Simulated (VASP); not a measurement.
Calculation: PBE GGA + U (Dudarev), VASP's PBE PAW potentials (set 64) (plane waves; VASP).

Input for VASP

### INCAR
```
! general
SYSTEM   =CuP
PREC     =Accurate
ENCUT    =400
LREAL    =.FALSE.
LASPH    =.TRUE.

! electronic loop
EDIFF    =1E-6
NELM     =100
ALGO     =Normal
LMAXMIX  =4

! smearing
ISMEAR   =0
SIGMA    =0.05

! functional
GGA      =PE

! DFT+U
LDAU     =.TRUE.
LDAUTYPE =2
LDAUL    =-1 2
LDAUU    =0 5.0
LDAUJ    =0 0
LDAUPRINT=1

! ions
ISIF     =2

! output
LWAVE    =.FALSE.
LCHARG   =.FALSE.
LORBIT   =10
```

**POSCAR**
```
CuP
1
    1.9039440000    -5.0312400000     0.0000000000
    1.9039440000     5.0312400000     0.0000000000
    0.0000000000     0.0000000000     3.7521410000
P Cu
2 2
Direct
  0.5640000000   0.4360000000   0.2500000000
  0.4360000000   0.5640000000   0.7500000000
  0.8547500000   0.1452500000   0.2500000000
  0.1452500000   0.8547500000   0.7500000000
```

File KPOINTS:
```
Automatic mesh
0
Gamma
6 6 5
0 0 0
```

POTCAR, in this order: P Cu (PBE.64 set). Program: vasp_std.

Output

File OSZICAR:
```
       N       E                     dE             d eps       ncg     rms          rms(c)
DAV:   1     0.201031575603E+03    0.20103E+03   -0.12235E+04  1560   0.164E+03
DAV:   2     0.242138637323E+01   -0.19861E+03   -0.19192E+03  1568   0.325E+02
DAV:   3    -0.126197081332E+02   -0.15041E+02   -0.14140E+02  2052   0.114E+02
DAV:   4    -0.132429795738E+02   -0.62327E+00   -0.61324E+00  2116   0.205E+01
DAV:   5    -0.132647724887E+02   -0.21793E-01   -0.21780E-01  2068   0.342E+00    0.728E+00
DAV:   6    -0.130633777621E+02    0.20139E+00   -0.30993E+00  1988   0.478E+01    0.457E+00
DAV:   7    -0.129449335610E+02    0.11844E+00   -0.11580E+00  1988   0.279E+01    0.258E+00
DAV:   8    -0.129426007210E+02    0.23328E-02   -0.39578E-02  2324   0.163E+00    0.573E-01
DAV:   9    -0.129407035742E+02    0.18971E-02   -0.10819E-02  2016   0.264E+00    0.880E-02
DAV:  10    -0.129407858112E+02   -0.82237E-04   -0.15150E-03  2468   0.514E-01    0.667E-02
DAV:  11    -0.129408047715E+02   -0.18960E-04   -0.12281E-04  2348   0.140E-01    0.129E-02
DAV:  12    -0.129408059025E+02   -0.11309E-05   -0.10376E-05  2348   0.434E-02    0.945E-03
DAV:  13    -0.129408051988E+02    0.70365E-06   -0.91800E-07  1104   0.233E-02
   1 F= -.12940805E+02 E0= -.12940220E+02  d E =-.117089E-02
```

### OUTCAR
```
------------------------ aborting loop because EDIFF is reached ----------------------------------------
  FORCE on cell =-STRESS in cart. coord.  units (eV):
  Direction    XX          YY          ZZ          XY          YZ          ZX
  --------------------------------------------------------------------------------------
  Total       -3.5358207     -4.0010736     -4.2476378      0.0000000      0.0000000      0.0000000
  in kB      -78.8065765    -89.1761610    -94.6715982      0.0000000      0.0000000      0.0000000
  external PRESSURE =     -87.5514453 kB  Pullay stress =       0.0000000 kB
  volume of cell :       71.89
      direct lattice vectors                 reciprocal lattice vectors
     1.903944000 -5.031240000  0.000000000     0.262612766 -0.099379080  0.000000000
     1.903944000  5.031240000  0.000000000     0.262612766  0.099379080  0.000000000
     0.000000000  0.000000000  3.752141000     0.000000000  0.000000000  0.266514505
 POSITION                                       TOTAL-FORCE (eV/Angst)
 -----------------------------------------------------------------------------------
      1.90394     -0.64400      0.93804         0.000000     -0.998786      0.000000
      1.90394      0.64400      2.81411         0.000000      0.998786     -0.000000
      1.90394     -3.56966      0.93804         0.000000      0.084350     -0.000000
      1.90394      3.56966      2.81411         0.000000     -0.084350     -0.000000
 -----------------------------------------------------------------------------------
    total drift:                                0.000000     -0.000000     -0.000000
  FREE ENERGIE OF THE ION-ELECTRON SYSTEM (eV)
  ---------------------------------------------------
  free  energy   TOTEN  =       -12.9408051988 eV

  energy  without entropy=      -12.9396343100  energy(sigma->0) =      -12.94021975

 total charge

# of ion       s       p       d       tot
------------------------------------------
    1        1.100   1.291   0.000   2.391
    2        1.100   1.291   0.000   2.391
    3        0.276   0.149   9.442   9.867
    4        0.276   0.149   9.442   9.867
--------------------------------------------------
tot          2.751   2.881  18.884  24.516
```
(Selected blocks of OUTCAR.)

The structure was generated: CuP was put into the CrB type (Cmcm), which need not be its known phase. The cell was not relaxed at this level. The k-mesh is coarse (spacing up to 0.33 per Å, 2π included), so the numbers may not be converged in it. The run is one of a series of settings (LDAU = .TRUE., LDAUJ = 0 0, LDAUL = -1 2, LDAUTYPE = 2, LDAUU = 0 5.0 against the base run), some of them coarse on purpose.
